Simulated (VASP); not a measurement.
Computed with PBE GGA, VASP's PBE PAW potentials (set 64) (plane waves; VASP).

Input for VASP

**KPOINTS**
```
Automatic mesh
0
Gamma
13 13 13
0 0 0
```

INCAR:
```
ALGO=Normal
EDIFF=1E-6
EDIFFG=-0.02
ENCUT=500
GGA=PE
IBRION=2
ISIF=3
ISMEAR=1
LASPH=.TRUE.
LCHARG=.FALSE.
LMAXMIX=4
LREAL=.FALSE.
LWAVE=.FALSE.
NELM=100
NSW=40
PREC=Accurate
PSTRESS=300
SIGMA=0.1
SYSTEM=NiAl
```

**POSCAR**
```
NiAl
1
    2.7620673346     0.0000000000    -0.0000000000
    0.0000000000     2.7620673346    -0.0000000000
    0.0000000000     0.0000000000     2.7620673346
Al Ni
1 1
Direct
  0.5000000000   0.5000000000   0.5000000000
  0.0000000000   0.0000000000   0.0000000000
```

POTCAR, in this order: Al Ni (PBE.64 set). Program: vasp_std.

Output of the run:

File OSZICAR:
```
       N       E                     dE             d eps       ncg     rms          rms(c)
DAV:   1     0.394103431159E+02    0.39410E+02   -0.56985E+03  1704   0.137E+03
DAV:   2    -0.106065528286E+02   -0.50017E+02   -0.47202E+02  1686   0.208E+02
DAV:   3    -0.118194383978E+02   -0.12129E+01   -0.12033E+01  1968   0.419E+01
DAV:   4    -0.118389051517E+02   -0.19467E-01   -0.19460E-01  1942   0.483E+00
DAV:   5    -0.118394878172E+02   -0.58267E-03   -0.58266E-03  1880   0.847E-01    0.129E+01
DAV:   6    -0.130114772269E+02   -0.11720E+01   -0.51870E+01  1854   0.130E+02    0.137E+01
DAV:   7    -0.103067549342E+02    0.27047E+01   -0.15036E+01  1854   0.771E+01    0.121E+00
DAV:   8    -0.103015269142E+02    0.52280E-02   -0.25776E-01  1962   0.626E+00    0.113E+00
DAV:   9    -0.102860047312E+02    0.15522E-01   -0.56084E-02  1932   0.406E+00    0.172E-01
DAV:  10    -0.102858186027E+02    0.18613E-03   -0.80190E-04  1834   0.401E-01    0.109E-01
DAV:  11    -0.102858017588E+02    0.16844E-04   -0.78747E-05  2416   0.146E-01    0.338E-02
DAV:  12    -0.102857995725E+02    0.21863E-05   -0.85629E-06  1838   0.471E-02    0.604E-03
DAV:  13    -0.102857996179E+02   -0.45403E-07   -0.17367E-07   884   0.483E-03
   1 F= -.63401960E+01 E0= -.63401547E+01  d E =-.634020E+01
```

OUTCAR:
```
------------------------ aborting loop because EDIFF is reached ----------------------------------------
  FORCE on cell =-STRESS in cart. coord.  units (eV):
  Direction    XX          YY          ZZ          XY          YZ          ZX
  --------------------------------------------------------------------------------------
  Total        3.9191524      3.9191524      3.9191524      0.0000000     -0.0000000     -0.0000000
  in kB      297.9888070    297.9888070    297.9888070      0.0000000     -0.0000000     -0.0000000
  external PRESSURE =      -2.0111930 kB  Pullay stress =     300.0000000 kB
  volume of cell :       21.07
      direct lattice vectors                 reciprocal lattice vectors
     2.762067335  0.000000000  0.000000000     0.362047654  0.000000000  0.000000000
     0.000000000  2.762067335  0.000000000     0.000000000  0.362047654  0.000000000
     0.000000000  0.000000000  2.762067335     0.000000000  0.000000000  0.362047654
 POSITION                                       TOTAL-FORCE (eV/Angst)
 -----------------------------------------------------------------------------------
      1.38103      1.38103      1.38103         0.000000      0.000000      0.000000
      0.00000      0.00000      0.00000         0.000000      0.000000      0.000000
 -----------------------------------------------------------------------------------
    total drift:                               -0.000000      0.000000     -0.000000
  FREE ENERGIE OF THE ION-ELECTRON SYSTEM (eV)
  ---------------------------------------------------
  free  energy   TOTEN  =       -10.2857996179 eV

  energy  without entropy=      -10.2856757503  energy(sigma->0) =      -10.28575833
  enthalpy is  TOTEN    =        -6.3401959598 eV   P V=        3.9456036581

 reached required accuracy - stopping structural energy minimisation
```
(Selected blocks of OUTCAR.)

The compound is NiAl in the CsCl type structure. It was relaxed first under an external pressure of 30 GPa. The run is not spin-polarised, so no magnetic state was tried. The electron count is odd and the run is not spin-polarised, which forces a metal.
